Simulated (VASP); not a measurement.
# Be3CdSe4 (P-4m2) in VASP: notebook, part 2 of 2

VASP 6.6.1. Earlier steps stand in the parts before.

### Step 3. Single point, PBE

This run uses another cell than the first one: it holds 16 atoms, not 8.

Input file INCAR:

```
  PREC = Normal
  ENCUT = 520
  EDIFF = 1E-5
  ISMEAR = 0
  SIGMA = 0.05
  LREAL = Auto
  LASPH = T
  NELM = 80
  ALGO = Fast
  ISIF = 2
  LWAVE = F
  LCHARG = F
  GGA = PE
```

Input file KPOINTS:

```
regular mesh
0
Gamma
  3 3 3
```

Input file POSCAR:

```
Be3CdSe4
1.0
    7.6779300000      0.0000000000      0.0000000000
    0.0000000000      6.6127600000      0.0000000000
    0.0000000000      0.0000000000      6.2968800000
Be Cd Se
6 2 8
Direct
    0.5000000000      0.6827100000      0.4975210000
    0.7492590000      0.1615130000      0.4971260000
    0.2507410000      0.1615130000      0.4971260000
    0.0000000000      0.3172900000      0.9975210000
    0.2492590000      0.8384870000      0.9971260000
    0.7507410000      0.8384870000      0.9971260000
    0.0000000000      0.6622850000      0.5031560000
    0.5000000000      0.3377150000      0.0031560000
    0.5000000000      0.7125100000      0.8565940000
    0.7765440000      0.1487010000      0.8558870000
    0.2234560000      0.1487010000      0.8558870000
    0.5000000000      0.3449780000      0.4214480000
    0.0000000000      0.2874900000      0.3565940000
    0.2765440000      0.8512990000      0.3558870000
    0.7234560000      0.8512990000      0.3558870000
    0.0000000000      0.6550220000      0.9214480000
```

Potentials or basis: VASP PAW PBE potentials, release 64 (Be, Cd, Se).

The run is started by

```sh
$ cat potpaw_PBE.64/Be/POTCAR potpaw_PBE.64/Cd/POTCAR potpaw_PBE.64/Se/POTCAR > POTCAR
$ mpirun -np 1 vasp_std > vasp.out
```

OUTCAR:

```text
PREC = Normal
   ENCUT = 520
   EDIFF = 1E-5
   ISMEAR = 0
   LREAL = Auto
   LASPH = T
   NELM = 80
   ISIF = 2
   GGA = PE

 ion  position               nearest neighbor table
   1  0.500  0.683  0.498-  14 2.23  15 2.23   9 2.27  12 2.28
   2  0.749  0.162  0.497-  15 2.24  10 2.27  13 2.28  12 2.32
   3  0.251  0.162  0.497-  14 2.24  11 2.27  13 2.28  12 2.32
   4  0.000  0.317  0.998-  10 2.23  11 2.23  13 2.27  16 2.28
   5  0.249  0.838  0.997-  11 2.24  14 2.27   9 2.28  16 2.32
   6  0.751  0.838  0.997-  10 2.24  15 2.27   9 2.28  16 2.32
[... 8 lines left out ...]
  15  0.723  0.851  0.356-   1 2.23   2 2.24   6 2.27   7 2.63
  16  0.000  0.655  0.921-   4 2.28   5 2.32   6 2.32   7 2.63

  LATTYP: Found a simple orthorhombic cell.
 ALAT       =     6.2968800000
 B/A-ratio  =     1.0501645259
 C/A-ratio  =     1.2193229028

  Lattice vectors:

 A1 = (   0.0000000000,   0.0000000000,  -6.2968800000)
 A2 = (   0.0000000000,   6.6127600000,   0.0000000000)
 A3 = (   7.6779300000,   0.0000000000,   0.0000000000)

Analysis of symmetry for initial positions (statically):
=====================================================================
 Subroutine PRICEL returns:
 Original cell was already a primitive cell.

 Routine SETGRP: Setting up the symmetry group for a
 simple orthorhombic supercell.

 Subroutine GETGRP returns: Found  4 space group operations
 (whereof  2 operations were pure point group operations)
 out of a pool of  8 trial point group operations.

The static configuration has the point symmetry C_1h.
 The point group associated with its full space group is C_2v.

Analysis of symmetry for dynamics (positions and initial velocities):
=====================================================================
 Subroutine PRICEL returns:
 Original cell was already a primitive cell.

 Routine SETGRP: Setting up the symmetry group for a
 simple orthorhombic supercell.

 Subroutine GETGRP returns: Found  4 space group operations
 (whereof  2 operations were pure point group operations)
 out of a pool of  8 trial point group operations.

The dynamic configuration has the point symmetry C_1h.
[... 140 lines left out ...]
   LEPSILON=     F    determine dielectric tensor
   LRPA    =     F    only Hartree local field effects (RPA)
 non-spin polarized calculation
 RMM-DIIS sequential band-by-band and
 Gauss-broadening in eV      SIGMA  =   0.05
  energy-cutoff  :      520.00
  volume of cell :      319.71
 maximum number of plane-waves:      8626
   NGX = 29   NGY = 25   NGZ = 23

 number of electron      84.0000013 magnetization

 Free energy of the ion-electron system (eV)
  ---------------------------------------------------
  ext. energy  EPLUGINS =         0.00000000
  ---------------------------------------------------
  free energy    TOTEN  =       -63.42271904 eV

  energy without entropy =      -63.42271904  energy(sigma->0) =      -63.42271904

 E-fermi :   2.7870     XC(G=0):  -9.2501

 val. band max:        2.5286526498   @ k =   0.0000   0.0000   0.0000
 cond. band min:       5.0145691229   @ k =   0.0000   0.0000   0.0000
 fundamental gap:      2.4859164730
 Fermi energy:         2.7869504020

 k-point     1 :       0.0000    0.0000    0.0000
  band No.  band energies     occupation
      1     -10.8971      2.00000
      2     -10.0134      2.00000
      3      -9.9186      2.00000
      4      -9.8600      2.00000
      5      -9.7526      2.00000
      6      -9.5562      2.00000
[... 421 lines left out ...]
     50       7.4105      0.00000
     51       7.7161      0.00000

------------------------ aborting loop because EDIFF is reached ----------------------------------------

  FORCE on cell =-STRESS in cart. coord.  units (eV):
  Direction    XX          YY          ZZ          XY          YZ          ZX
  --------------------------------------------------------------------------------------
  -------------------------------------------------------------------------------------
  Total        0.0062298     -0.0565861      0.0077366      0.0000000      0.0000000      0.0000000
  in kB        0.0312197     -0.2835751      0.0387709      0.0000000      0.0000000      0.0000000
  external PRESSURE =      -0.0711948 kB  Pullay stress =       0.0000000 kB

 VOLUME and BASIS-vectors are now :
 -----------------------------------------------------------------------------
  energy-cutoff  :      520.00
  volume of cell :      319.71
      direct lattice vectors                 reciprocal lattice vectors
     7.677930000  0.000000000  0.000000000     0.130243438  0.000000000  0.000000000
     0.000000000  6.612760000  0.000000000     0.000000000  0.151222787  0.000000000
     0.000000000  0.000000000  6.296880000     0.000000000  0.000000000  0.158808807

 POSITION                                       TOTAL-FORCE (eV/Angst)
 -----------------------------------------------------------------------------------
      3.83896      4.51460      3.13283         0.000000      0.001552     -0.002044
      5.75276      1.06805      3.13034         0.000227      0.002750      0.001107
      1.92517      1.06805      3.13034        -0.000227      0.002750      0.001107
      0.00000      2.09816      6.28127         0.000000     -0.001552     -0.002044
      1.91379      5.54471      6.27878         0.000227     -0.002750      0.001107
      5.76414      5.54471      6.27878        -0.000227     -0.002750      0.001107
[... 8 lines left out ...]
      5.55464      5.62944      2.24098        -0.003014     -0.007046     -0.002770
      0.00000      4.33150      5.80225         0.000000     -0.001535     -0.000669
 -----------------------------------------------------------------------------------
    total drift:                                0.000000     -0.000000      0.052580

  FREE ENERGIE OF THE ION-ELECTRON SYSTEM (eV)
  ---------------------------------------------------
  free  energy   TOTEN  =       -63.4227190357 eV

  energy  without entropy=      -63.4227190357  energy(sigma->0) =      -63.42271904
```

Wall time 95 s (1 thread of Intel Xeon Platinum 8259CL at 2.50GHz (Skylake/Cascade Lake), shared host); peak memory 0.29 GiB.

What came out:

```yaml
Free_energy: -63.4227 eV
Pressure: 0.0 GPa
Largest_force: 0.008 eV/Å
Band_gap_on_the_k_mesh: 2.49 eV, direct
```

Forces in eV/Å, atoms in the order of the input:
```
Be   0.000  0.002 -0.002
Be   0.000  0.003  0.001
Be   0.000  0.003  0.001
Be   0.000 -0.002 -0.002
Be   0.000 -0.003  0.001
Be   0.000 -0.003  0.001
Cd   0.000  0.003  0.001
Cd   0.000 -0.003  0.001
Se   0.000  0.003  0.005
Se   0.003  0.007 -0.003
Se  -0.003  0.007 -0.003
Se   0.000  0.002 -0.001
Se   0.000 -0.003  0.005
Se   0.003 -0.007 -0.003
Se  -0.003 -0.007 -0.003
Se   0.000 -0.002 -0.001
```

Caveat: an odd mesh through Γ misses points on the zone boundary, where band edges often lie.

### Step 4. Single point, PBE

This run uses another cell than the first one, of the same volume but with other edges.

INCAR is that of step 3.

Input file KPOINTS:

```
regular mesh
0
Gamma
  5 5 5
```

Input file POSCAR:

```
Be3CdSe4
1.0
   -2.7307700000      2.7307700000      5.3729000000
    2.7307700000     -2.7307700000      5.3729000000
    2.7307700000      2.7307700000     -5.3729000000
Be Cd Se
3 1 4
Direct
    0.7500000000      0.2500000000      0.5000000000
    0.2500000000      0.7500000000      0.5000000000
    0.0000000000      0.0000000000      0.0000000000
    0.5000000000      0.5000000000      0.0000000000
    0.0838590000      0.0838590000      0.4417220000
    0.9161410000      0.3578620000      0.0000000000
    0.6421380000      0.6421380000      0.5582780000
    0.3578620000      0.9161410000      0.0000000000
```

Potentials or basis: VASP PAW PBE potentials, release 64 (Be, Cd, Se).

The run is started by

```sh
$ cat potpaw_PBE.64/Be/POTCAR potpaw_PBE.64/Cd/POTCAR potpaw_PBE.64/Se/POTCAR > POTCAR
$ mpirun -np 1 vasp_std > vasp.out
```

OUTCAR:

```text
PREC = Normal
   ENCUT = 520
   EDIFF = 1E-5
   ISMEAR = 0
   LREAL = Auto
   LASPH = T
   NELM = 80
   ISIF = 2
   GGA = PE

 ion  position               nearest neighbor table
   1  0.750  0.250  0.500-   5 2.29   6 2.29   8 2.29   7 2.29
   2  0.250  0.750  0.500-   5 2.29   8 2.29   6 2.29   7 2.29
   3  0.000  0.000  0.000-   7 2.25   6 2.25   8 2.25   5 2.25
   4  0.500  0.500  0.000-   7 2.61   5 2.61   8 2.61   6 2.61
   5  0.084  0.084  0.442-   3 2.25   2 2.29   1 2.29   4 2.61
   6  0.916  0.358  0.000-   3 2.25   2 2.29   1 2.29   4 2.61
   7  0.642  0.642  0.558-   3 2.25   2 2.29   1 2.29   4 2.61
   8  0.358  0.916  0.000-   3 2.25   1 2.29   2 2.29   4 2.61

  LATTYP: Found a body centered tetragonal cell.
 ALAT       =     5.4615400000
 C/A-ratio  =     1.9675402908

  Lattice vectors:

 A1 = (  -2.7307700000,   2.7307700000,   5.3729000000)
 A2 = (   2.7307700000,  -2.7307700000,   5.3729000000)
 A3 = (   2.7307700000,   2.7307700000,  -5.3729000000)

Analysis of symmetry for initial positions (statically):
=====================================================================
 Subroutine PRICEL returns:
 Original cell was already a primitive cell.

 Routine SETGRP: Setting up the symmetry group for a
 body centered tetragonal supercell.

 Subroutine GETGRP returns: Found  8 space group operations
 (whereof  8 operations were pure point group operations)
 out of a pool of 16 trial point group operations.

The static configuration has the point symmetry D_2d.

Analysis of symmetry for dynamics (positions and initial velocities):
=====================================================================
 Subroutine PRICEL returns:
 Original cell was already a primitive cell.

 Routine SETGRP: Setting up the symmetry group for a
 body centered tetragonal supercell.

 Subroutine GETGRP returns: Found  8 space group operations
 (whereof  8 operations were pure point group operations)
[... 131 lines left out ...]
   LORBIT       =      0    0 simple, 1 ext, 2 COOP (PROOUT), +10 PAW based schemes
   GGA     = PE    functional components
   LHFCALC =     F    Hartree Fock is set to
   AEXX    =    0.0000 exact exchange contribution
   IVDW    =     0    specifies the selected vdW correction
   LEPSILON=     F    determine dielectric tensor
   LRPA    =     F    only Hartree local field effects (RPA)
 non-spin polarized calculation
 RMM-DIIS sequential band-by-band and
 Gauss-broadening in eV      SIGMA  =   0.05
  energy-cutoff  :      520.00
  volume of cell :      160.27
 maximum number of plane-waves:      4332
   NGX = 25   NGY = 25   NGZ = 25

 number of electron      41.9999989 magnetization

 Free energy of the ion-electron system (eV)
  ---------------------------------------------------
  ext. energy  EPLUGINS =         0.00000000
  ---------------------------------------------------
  free energy    TOTEN  =       -31.61076609 eV

  energy without entropy =      -31.61076609  energy(sigma->0) =      -31.61076609

 E-fermi :   2.7124     XC(G=0):  -9.2451

 val. band max:        2.4722481514   @ k =   0.0000   0.0000   0.0000
 cond. band min:       5.0625483889   @ k =   0.0000   0.0000   0.0000
 fundamental gap:      2.5903002375
 Fermi energy:         2.7124283347

 k-point     1 :       0.0000    0.0000    0.0000
  band No.  band energies     occupation
      1     -10.8963      2.00000
      2      -9.5501      2.00000
      3      -9.5093      2.00000
      4      -9.5093      2.00000
      5      -5.1735      2.00000
      6      -5.1563      2.00000
[... 511 lines left out ...]
     25       5.8617      0.00000
     26       7.0659      0.00000

------------------------ aborting loop because EDIFF is reached ----------------------------------------

  FORCE on cell =-STRESS in cart. coord.  units (eV):
  Direction    XX          YY          ZZ          XY          YZ          ZX
  --------------------------------------------------------------------------------------
  -------------------------------------------------------------------------------------
  Total        0.0263890      0.0263890     -0.0186006      0.0000000     -0.0000000      0.0000000
  in kB        0.2638122      0.2638122     -0.1859508      0.0000000     -0.0000000      0.0000000
  external PRESSURE =       0.1138912 kB  Pullay stress =       0.0000000 kB

 VOLUME and BASIS-vectors are now :
 -----------------------------------------------------------------------------
  energy-cutoff  :      520.00
  volume of cell :      160.27
      direct lattice vectors                 reciprocal lattice vectors
    -2.730770000  2.730770000  5.372900000     0.000000000  0.183098540  0.093059614
     2.730770000 -2.730770000  5.372900000     0.183098540  0.000000000  0.093059614
     2.730770000  2.730770000 -5.372900000     0.183098540  0.183098540  0.000000000

 POSITION                                       TOTAL-FORCE (eV/Angst)
 -----------------------------------------------------------------------------------
     -0.00000      2.73077      2.68645         0.000000     -0.000000     -0.000000
      2.73077     -0.00000      2.68645         0.000000     -0.000000     -0.000000
      0.00000      0.00000      0.00000         0.000000     -0.000000      0.000000
      0.00000      0.00000      5.37290         0.000000     -0.000000      0.000000
      1.20624      1.20624     -1.47220         0.005572      0.005572     -0.008982
     -1.52453      1.52453      6.84509         0.005572     -0.005572      0.008982
      1.52453      1.52453      3.90071        -0.005572     -0.005572     -0.008982
      1.52453     -1.52453      6.84509        -0.005572      0.005572      0.008982
 -----------------------------------------------------------------------------------
    total drift:                               -0.000380     -0.000380      0.000413

  FREE ENERGIE OF THE ION-ELECTRON SYSTEM (eV)
  ---------------------------------------------------
  free  energy   TOTEN  =       -31.6107660867 eV

  energy  without entropy=      -31.6107660867  energy(sigma->0) =      -31.61076609
```

OSZICAR:

```text
N       E                     dE             d eps       ncg     rms          rms(c)
DAV:   1     0.230313080118E+03    0.23031E+03   -0.18463E+04   936   0.140E+03
DAV:   2    -0.151297914267E+02   -0.24544E+03   -0.23921E+03  1134   0.271E+02
DAV:   3    -0.322648236818E+02   -0.17135E+02   -0.17088E+02  1182   0.783E+01
DAV:   4    -0.324809161745E+02   -0.21609E+00   -0.21586E+00  1192   0.903E+00
DAV:   5    -0.324831858166E+02   -0.22696E-02   -0.22690E-02  1224   0.942E-01    0.810E+00
RMM:   6    -0.317264584799E+02    0.75673E+00   -0.13666E+00   970   0.546E+00    0.641E+00
RMM:   7    -0.316051983272E+02    0.12126E+00   -0.11550E+00  1076   0.390E+00    0.183E+00
RMM:   8    -0.316083626003E+02   -0.31643E-02   -0.80649E-02  1095   0.147E+00    0.721E-01
RMM:   9    -0.316105594491E+02   -0.21968E-02   -0.19223E-02  1095   0.739E-01    0.330E-01
RMM:  10    -0.316106429331E+02   -0.83484E-04   -0.36567E-03  1140   0.342E-01    0.917E-02
RMM:  11    -0.316108054197E+02   -0.16249E-03   -0.11734E-03  1079   0.180E-01    0.546E-02
RMM:  12    -0.316107693276E+02    0.36092E-04   -0.17769E-04  1054   0.682E-02    0.153E-02
RMM:  13    -0.316107660867E+02    0.32409E-05   -0.56713E-05   925   0.326E-02
   1 F= -.31610766E+02 E0= -.31610766E+02  d E =-.429794E-13
```

stdout:

```text
POSCAR found type information on POSCAR BeCdSe
 POSCAR found :  3 types and       8 ions
 scaLAPACK will be used
 -----------------------------------------------------------------------------
|                                                                             |
|                                                                             |
|     You have a (more or less) 'small supercell' and for smaller cells       |
|     it is recommended to use the reciprocal-space projection scheme!        |
|     The real-space optimization is not efficient for small cells and it     |
|     is also less accurate ...                                               |
|     Therefore, set LREAL=.FALSE. in the INCAR file.                         |
|                                                                             |
 -----------------------------------------------------------------------------

 LDA part: xc-table for (Slater+PW92), standard interpolation
 POSCAR, INCAR and KPOINTS ok, starting setup
 FFT: planning ... GRIDC
 FFT: planning ... GRID_SOFT
 FFT: planning ... GRID
 WAVECAR not read
 entering main loop
```

It took 78 s on 1 thread of Intel Xeon Platinum 8259CL at 2.50GHz (Skylake/Cascade Lake), shared host; peak memory 0.25 GiB.

What came out:

```yaml
Free_energy: -31.6108 eV
Pressure: 0.0 GPa
Largest_force: 0.012 eV/Å
Band_gap_on_the_k_mesh: 2.59 eV, direct
```

Forces in eV/Å, atoms in the order of the input:
```
Be   0.000  0.000  0.000
Be   0.000  0.000  0.000
Be   0.000  0.000  0.000
Cd   0.000  0.000  0.000
Se   0.006  0.006 -0.009
Se   0.006 -0.006  0.009
Se  -0.006 -0.006 -0.009
Se  -0.006  0.006  0.009
```

Levels at points of the mesh, in eV from the valence-band top:
| k point | band 17 | band 18 | band 19 | band 20 | band 21 | band 22 | band 23 | band 24 | band 25 | band 26 |
| --- | --- | --- | --- | --- | --- | --- | --- | --- | --- | --- |
| (0.00, 0.00, 0.00) | -2.25 | -2.25 | -0.32 | 0.00 | 0.00 | 2.59 | 2.76 | 3.61 | 5.01 | 5.02 |

Caveat: an odd mesh through Γ misses points on the zone boundary, where band edges often lie.

### Step 5. The runs side by side

| cell | k mesh | gap on the mesh (eV) | pressure (GPa) | largest force (eV/Å) |
| --- | --- | --- | --- | --- |
| P-4m2, 20.06 Å³/atom | 5 × 5 × 2 | 2.15 | 0.1 | 0.01 |
| Pmn2_1, 19.98 Å³/atom | 3 × 3 × 3 | 2.49 | 0.0 | 0.01 |
| I-42m, 20.03 Å³/atom | 5 × 5 × 5 | 2.59 | 0.0 | 0.01 |

Alike in all rows: task single point; level PBE; potentials or basis VASP PAW PBE potentials, release 64 (Be, Cd, Se); no spin polarisation; cutoff (eV) 520; smearing gaussian 0.05 eV.

On the cell as given the gap runs from 2.15 eV (PBE) to 2.59 eV (PBE); the meshes differ, which moves gaps too.

Caveats: an odd mesh through Γ misses points on the zone boundary, where band edges often lie.

Total energies depend on the potentials used, so only differences within one code and one set of settings carry meaning.
